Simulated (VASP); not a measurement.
These are PW91 GGA, VASP's PBE PAW potentials (set 64) (plane waves; VASP) values and carry that method's errors.

The input files of a VASP run:

**POSCAR**
```
Ni3Fe
1.0
  3.5408282301   0.0000000000   0.0000000000
  0.0000000000   3.5408282301   0.0000000000
  0.0000000000   0.0000000000   3.5408282301
Fe Ni
1 3
Cartesian
  0.0000000000   0.0000000000   0.0000000000
  0.0000000000   1.7704141150   1.7704141150
  1.7704141150   0.0000000000   1.7704141150
  1.7704141150   1.7704141150   0.0000000000
```

KPOINTS:
```
Regular mesh
0
G
8 8 8
0 0 0
```

### INCAR
```
SYSTEM = Ni3Fe
PREC = Accurate; ENCUT = 520; LREAL = .FALSE.
LASPH = .TRUE.
EDIFF = 1E-6; NELM = 100; ALGO = Normal
LMAXMIX = 4
ISMEAR = 1; SIGMA = 0.1
GGA = 91
MAGMOM = 3.0 0.7 0.7 0.7
ISPIN = 2
IBRION = 2; NSW = 60; ISIF = 3
EDIFFG = -0.02
LWAVE = .FALSE.; LCHARG = .FALSE.; LORBIT = 10
```

POTCAR, in this order: Fe Ni (PBE.64 set). Program: vasp_std.

The resulting files:

File OSZICAR:
```
       N       E                     dE             d eps       ncg     rms          rms(c)
DAV:   1     0.246451464624E+03    0.24645E+03   -0.17239E+04  3744   0.205E+03
DAV:   2    -0.142067086520E+02   -0.26066E+03   -0.25116E+03  3640   0.364E+02
DAV:   3    -0.287433465715E+02   -0.14537E+02   -0.13757E+02  3764   0.118E+02
DAV:   4    -0.289373128147E+02   -0.19397E+00   -0.19359E+00  3874   0.145E+01
DAV:   5    -0.289428324386E+02   -0.55196E-02   -0.55192E-02  5142   0.195E+00    0.203E+01
DAV:   6    -0.263487824980E+02    0.25940E+01   -0.36490E+01  3858   0.958E+01    0.208E+01
DAV:   7    -0.296409076021E+02   -0.32921E+01   -0.23685E+01  4288   0.120E+02    0.272E+01
DAV:   8    -0.247295985047E+02    0.49113E+01   -0.16498E+01  4514   0.545E+01    0.613E+00
DAV:   9    -0.248794538318E+02   -0.14986E+00   -0.62893E-01  4264   0.980E+00    0.328E+00
DAV:  10    -0.248473338700E+02    0.32120E-01   -0.11523E-01  5098   0.848E+00    0.147E+00
DAV:  11    -0.248461105976E+02    0.12233E-02   -0.41718E-02  5576   0.253E+00    0.120E+00
DAV:  12    -0.248482290688E+02   -0.21185E-02   -0.68081E-03  4122   0.221E+00    0.319E-01
DAV:  13    -0.248483864968E+02   -0.15743E-03   -0.21715E-03  5398   0.705E-01    0.636E-02
DAV:  14    -0.248484442911E+02   -0.57794E-04   -0.25935E-04  4782   0.193E-01    0.104E-01
DAV:  15    -0.248484221342E+02    0.22157E-04   -0.85552E-05  4526   0.242E-01    0.177E-02
DAV:  16    -0.248484236014E+02   -0.14673E-05   -0.11102E-05  4572   0.598E-02    0.290E-02
DAV:  17    -0.248484228387E+02    0.76271E-06   -0.18013E-06  2162   0.370E-02
   1 F= -.24848423E+02 E0= -.24848377E+02  d E =-.248484E+02  mag=     4.6669
       N       E                     dE             d eps       ncg     rms          rms(c)
DAV:   1    -0.248622377506E+02   -0.13814E-01   -0.15292E-01  3662   0.560E+00    0.123E+00
DAV:   2    -0.249377367525E+02   -0.75499E-01   -0.39710E-01  4184   0.131E+01    0.519E+00
DAV:   3    -0.248500542901E+02    0.87682E-01   -0.29331E-01  4334   0.121E+01    0.726E-01
DAV:   4    -0.248487116543E+02    0.13426E-02   -0.10758E-02  4128   0.144E+00    0.284E-01
DAV:   5    -0.248484390453E+02    0.27261E-03   -0.77587E-04  5166   0.372E-01    0.119E-01
DAV:   6    -0.248483067706E+02    0.13227E-03   -0.18138E-04  5760   0.209E-01    0.344E-02
DAV:   7    -0.248483062218E+02    0.54880E-06   -0.30717E-05  3948   0.841E-02    0.157E-02
DAV:   8    -0.248483077175E+02   -0.14957E-05   -0.21328E-06  2672   0.214E-02    0.679E-03
DAV:   9    -0.248483090021E+02   -0.12846E-05   -0.92231E-07  2184   0.141E-02    0.325E-03
DAV:  10    -0.248483091570E+02   -0.15486E-06   -0.16889E-07  1892   0.663E-03
   2 F= -.24848309E+02 E0= -.24848275E+02  d E =0.113682E-03  mag=     4.6792
       N       E                     dE             d eps       ncg     rms          rms(c)
DAV:   1    -0.248538725148E+02   -0.55635E-02   -0.59248E-02  3654   0.347E+00    0.763E-01
DAV:   2    -0.248795982947E+02   -0.25726E-01   -0.12030E-01  4178   0.805E+00    0.272E+00
DAV:   3    -0.248491125978E+02    0.30486E-01   -0.74552E-02  4206   0.751E+00    0.451E-01
DAV:   4    -0.248486066578E+02    0.50594E-03   -0.37629E-03  4240   0.940E-01    0.136E-01
DAV:   5    -0.248485437471E+02    0.62911E-04   -0.30198E-04  5026   0.208E-01    0.508E-02
DAV:   6    -0.248485055693E+02    0.38178E-04   -0.31664E-05  4726   0.661E-02    0.156E-02
DAV:   7    -0.248485044644E+02    0.11049E-05   -0.34918E-06  3470   0.222E-02    0.855E-03
DAV:   8    -0.248485041305E+02    0.33393E-06   -0.44936E-07  1878   0.935E-03
   3 F= -.24848504E+02 E0= -.24848464E+02  d E =-.812917E-04  mag=     4.6716
```

OUTCAR:
```
------------------------ aborting loop because EDIFF is reached ----------------------------------------
  FORCE on cell =-STRESS in cart. coord.  units (eV):
  Direction    XX          YY          ZZ          XY          YZ          ZX
  --------------------------------------------------------------------------------------
  Total        0.0109877      0.0109877      0.0109877     -0.0000000      0.0000000     -0.0000000
  in kB        0.3958854      0.3958854      0.3958854     -0.0000000      0.0000000     -0.0000000
  external PRESSURE =       0.3958854 kB  Pullay stress =       0.0000000 kB
  volume of cell :       44.47
      direct lattice vectors                 reciprocal lattice vectors
     3.542821272  0.000000000 -0.000000000     0.282260922 -0.000000000  0.000000000
     0.000000000  3.542821272  0.000000000    -0.000000000  0.282260922 -0.000000000
    -0.000000000  0.000000000  3.542821272     0.000000000 -0.000000000  0.282260922
 POSITION                                       TOTAL-FORCE (eV/Angst)
 -----------------------------------------------------------------------------------
      0.00000      0.00000      0.00000        -0.000000     -0.000000      0.000000
      0.00000      1.77141      1.77141         0.000000      0.000000      0.000000
      1.77141      0.00000      1.77141        -0.000000      0.000000      0.000000
      1.77141      1.77141     -0.00000        -0.000000     -0.000000      0.000000
 -----------------------------------------------------------------------------------
    total drift:                                0.000000      0.000000      0.000000
  FREE ENERGIE OF THE ION-ELECTRON SYSTEM (eV)
  ---------------------------------------------------
  free  energy   TOTEN  =       -24.8485041305 eV

  energy  without entropy=      -24.8483822623  energy(sigma->0) =      -24.84846351

 total charge

# of ion       s       p       d       tot
------------------------------------------
    1        0.473   0.497   6.135   7.105
    2        0.504   0.507   8.338   9.349
    3        0.504   0.507   8.338   9.349
    4        0.504   0.507   8.338   9.349
--------------------------------------------------
tot          1.985   2.016  31.150  35.151

 magnetization (x)

# of ion       s       p       d       tot
------------------------------------------
    1        0.009  -0.001   2.842   2.851
    2       -0.014  -0.040   0.668   0.613
    3       -0.014  -0.040   0.668   0.613
    4       -0.014  -0.040   0.668   0.613
--------------------------------------------------
tot         -0.034  -0.121   4.845   4.690

 reached required accuracy - stopping structural energy minimisation
```
(Selected blocks of OUTCAR.)

**CONTCAR**
```
Ni3Fe
   1.00000000000000
     3.5428212720574286    0.0000000000000000   -0.0000000000000000
     0.0000000000000000    3.5428212720574286    0.0000000000000000
    -0.0000000000000000    0.0000000000000000    3.5428212720574286
  Fe              Ni
     1     3
Direct
     0.0000000000000000    0.0000000000000000    0.0000000000000000
     0.0000000000000000    0.5000000000000000    0.5000000000000000
     0.5000000000000000    0.0000000000000000    0.5000000000000000
     0.5000000000000000    0.5000000000000000    0.0000000000000000
```

The compound is Ni3Fe in the L1_2 structure. This run relaxes it. Symmetry was kept, so distortions that lower it aren't found. The start is the result of an earlier pass.
